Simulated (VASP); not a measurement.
Given:

```yaml
crystal:
  lattice:
    - [2.14737, -3.71935, 0.00000]
    - [2.14737, 3.71935, 0.00000]
    - [0.00000, 0.00000, 7.03917]
  atoms:
    - { symbol: Mg, position: [0.00000, 0.00000, 0.00000] }
    - { symbol: I, position: [0.33333, 0.66667, 0.24084] }
    - { symbol: I, position: [0.66667, 0.33333, 0.75916] }
```

These are vdW-DF2, VASP's PBE PAW potentials (set 64) (plane waves; VASP) values and carry that method's errors. Settings: 520 eV cut-off, 6×6×3 Γ-centred mesh, Gaussian smearing of 0.050 eV, potentials Mg I.

Unless said otherwise, spin-orbit coupling is left out, though it shifts the bands of the heavy elements here.

**Question.** Estimate the energy per atom (σ→0), band gap (on the k-mesh) with the smallest direct gap where there is one.

**Answer.** 
The band gap (on the k-mesh) is 3.16 eV. The smallest direct gap (on the k-mesh) is 3.16 eV. The energy per atom (σ→0) comes out as -0.725 eV/atom.

Total energies compare only between runs with the same potentials, cut-off and functional.

The compound is MgI2 in the 1T layered structure. It was relaxed first, which changed the volume by +10 %. The start is the result of an earlier pass.
